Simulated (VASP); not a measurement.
Method: PBE GGA, VASP's PBE PAW potentials (set 64) (plane waves; VASP).

A VASP calculation is set up with these files.

### KPOINTS
```
Automatic mesh
0
Gamma
5 5 4
0 0 0
```

**INCAR**
```
# general
SYSTEM = SiO2
PREC   = Accurate
ENCUT  = 480
LREAL  = .FALSE.   # projection in real space or not
LASPH  = .TRUE.   # aspherical one-centre terms

# electronic loop
EDIFF  = 1E-6
NELM   = 100   # most electronic steps
ALGO   = Normal

# smearing
ISMEAR = 0   # Gaussian
SIGMA  = 0.05

# functional
GGA    = PE

# ions
IBRION = 2
NSW    = 60
ISIF   = 3   # ions, shape and volume
EDIFFG = -0.02

# output
LWAVE  = .FALSE.
LCHARG = .FALSE.
```

File POSCAR:
```
SiO2
1
    2.4842470242    -4.3028421832    -0.0000000000
    2.4842470242     4.3028421832     0.0000000000
    0.0000000000    -0.0000000000     5.4626453752
Si O
3 6
Direct
  1.0000000000   0.4699846046   0.3333330000
  0.5300153954   0.5300153954   0.0000000000
  0.4699846046   1.0000000000   0.6666670000
  0.2671249557   0.4123818097   0.2146498154
  0.5876181903   0.8547431459   0.8813168154
  0.7328750443   0.1452568541   0.4520161846
  0.8547431459   0.5876181903   0.1186831846
  0.4123818097   0.2671249557   0.7853501846
  0.1452568541   0.7328750443   0.5479838154
```

POTCAR, in this order: Si O (PBE.64 set). Program: vasp_std.

What will the output report for the number of irreducible k-points (NKPTS), largest plane-wave count, number of space-group operations, FFT grid (NGX, NGY, NGZ)?

The number of irreducible k-points (NKPTS) is 17 and the largest plane-wave count is 2809. The number of space-group operations is 6 and the FFT grid (NGX, NGY, NGZ) comes out as 36 × 36 × 40.

The compound is SiO2 in the quartz structure. This run relaxes it. Symmetry was kept, so distortions that lower it aren't found. The start is the result of an earlier pass.
